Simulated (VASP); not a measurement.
Given:

```xyz
2
Lattice="0.0000 2.3586 2.3586 2.3586 0.0000 2.3586 2.3586 2.3586 0.0000" Properties=species:S:1:pos:R:3 pbc="T T T"
Na     0.0000     0.0000     0.0000
F      2.3586     2.3586     2.3586
```

Level of theory: AM05 GGA, VASP's PBE PAW potentials (set 64) (plane waves; VASP). Settings: 520 eV cut-off, 10×10×10 Γ-centred mesh, Gaussian smearing of 0.050 eV, potentials Na_pv F.

Q: Give the stress tensor in GPa (positive for a compressed cell).

A: 
```
-1.14   0.00   0.00
 0.00  -1.14   0.00
 0.00   0.00  -1.14
```
The pressure is its mean diagonal, -1.14 GPa.

The compound is NaF in the rock salt structure. This cell is one point of a volume scan, at 1.03 of the reference volume.
